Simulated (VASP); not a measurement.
Method: LDA (Ceperley-Alder, Perdew-Zunger), VASP's LDA PAW potentials (set 64) (plane waves; VASP).

VASP ran on this input.

POSCAR:
```
HfSiO4
3.3225740
 -1.0000000000   1.0000000000   0.9101365387
  1.0000000000  -1.0000000000   0.9101365387
  1.0000000000   1.0000000000  -0.9101365387
Hf Si O
2 2 8
Cart
  0.0000000000   0.0000000000   0.0000000000
 -0.0000000000   1.0000000000   0.4550682694
  1.0000000000   0.0000000000   0.4550682694
  0.0000000000   0.0000000000   0.9101365387
  1.0000000000   0.6297800000  -0.3291053724
  1.3702200000  -0.0000000000   0.1259628970
 -0.0000000000   0.3702200000   0.5810311663
  0.6297800000   0.0000000000   0.1259628970
  1.0000000000   0.3702200000   0.7841736418
  0.3702200000  -0.0000000000   1.2392419111
  1.0000000000  -0.3702200000   0.7841736418
  0.6297800000   1.0000000000   0.3291053724
```

**INCAR**
```
LASPH  =  .TRUE.
PREC  =  Accurate
NELM  =  100   ! most electronic steps
EDIFF  =  1E-6   ! SCF stop (eV)
LWAVE  =  .FALSE.
SYSTEM  =  HfSiO4
ALGO  =  Normal   ! blocked Davidson
LMAXMIX  =  6
LCHARG  =  .FALSE.
ISIF  =  2
SIGMA  =  0.05
ENCUT  =  400   ! plane-wave cut-off (eV)
ISMEAR  =  0   ! Gaussian
LREAL  =  .FALSE.   ! projection in real space or not
```

### KPOINTS
```
Automatic mesh
0
Gamma
6 6 6
0 0 0
```

POTCAR, in this order: Hf_pv Si O (LDA.64 set). Program: vasp_std.

At this cut-off the stress carries a Pulay error, which pulls relaxed volumes low.

Problem. Estimate the energy per atom (σ→0), pressure, largest force.

Solution. 
| Quantity | Result |
|---|---|
| energy per atom (σ→0) | -9.905 eV/atom |
| pressure | -19.96 GPa |
| largest force | 0.00721 Ry/bohr |

**OSZICAR**
```
...
DAV:   8    -0.118898593399E+03    0.11599E+00   -0.56527E-01  3227   0.443E+00    0.811E+00
DAV:   9    -0.118863218536E+03    0.35375E-01   -0.16860E-01  3184   0.214E+00    0.212E+00
DAV:  10    -0.118862318381E+03    0.90015E-03   -0.12606E-02  3387   0.571E-01    0.598E-01
DAV:  11    -0.118862108605E+03    0.20978E-03   -0.22334E-03  3256   0.228E-01    0.260E-01
DAV:  12    -0.118862099521E+03    0.90837E-05   -0.14674E-04  3286   0.604E-02    0.112E-01
DAV:  13    -0.118862102474E+03   -0.29525E-05   -0.18716E-05  3424   0.221E-02    0.314E-02
DAV:  14    -0.118862102167E+03    0.30689E-06   -0.18867E-06  2243   0.752E-03
   1 F= -.11886210E+03 E0= -.11886210E+03  d E =-.659472E-15
```

The structure comes from a computed database's HfSiO4 entry; how it stands against other phases isn't given here. The cell was not relaxed at this level.
